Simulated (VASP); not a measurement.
Calculation: PBE GGA, VASP's PBE PAW potentials (set 64) (plane waves; VASP).

The input files of a VASP run:

### POSCAR
```
AlN
1
    3.1302263550     0.0000000000     0.0000000000
   -1.5651131775     2.7108555371     0.0000000000
    0.0000000000     0.0000000000     5.0117898928
Al N
2 2
Direct
  0.3333330000   0.6666670000   0.0000000000
  0.6666670000   0.3333330000   0.5000000000
  0.3333330000   0.6666670000   0.3820000000
  0.6666670000   0.3333330000   0.8820000000
```

### KPOINTS
```
K-points
0
G
 11 11 6
0 0 0
```

INCAR:
```
# general
SYSTEM=AlN
PREC  =Normal
ENCUT =450
LREAL =F
LASPH =T

# electronic loop
EDIFF =1E-5
NELM  =100
NELMIN=4
ALGO  =Fast

# smearing
ISMEAR=0
SIGMA =0.05

# functional
GGA   =PE

# ions
IBRION=2
NSW   =20
ISIF  =2
EDIFFG=-0.03

# output
LWAVE =F
LCHARG=F
```

POTCAR, in this order: Al N (PBE.64 set). Program: vasp_std.

Task: Estimate the energy per atom (σ→0).

Result: 
```yaml
energy per atom (σ→0): -7.447 eV/atom
```

### OSZICAR
```
...
RMM:   7    -0.298017850942E+02   -0.10470E+00   -0.17736E+00  1536   0.109E+01    0.290E+00
RMM:   8    -0.297958518492E+02    0.59332E-02   -0.14856E-01  1536   0.361E+00    0.521E-01
RMM:   9    -0.297888373943E+02    0.70145E-02   -0.25658E-02  1536   0.120E+00    0.327E-01
RMM:  10    -0.297887516987E+02    0.85696E-04   -0.10671E-02  1536   0.706E-01    0.146E-01
RMM:  11    -0.297892305420E+02   -0.47884E-03   -0.12680E-03  1536   0.322E-01    0.887E-02
RMM:  12    -0.297892141988E+02    0.16343E-04   -0.80960E-04  1535   0.171E-01    0.182E-02
RMM:  13    -0.297892200451E+02   -0.58464E-05   -0.98922E-05  1295   0.849E-02
   1 F= -.29789220E+02 E0= -.29789220E+02  d E =-.297892E+02
```

The compound is AlN in the wurtzite structure. It was relaxed first.
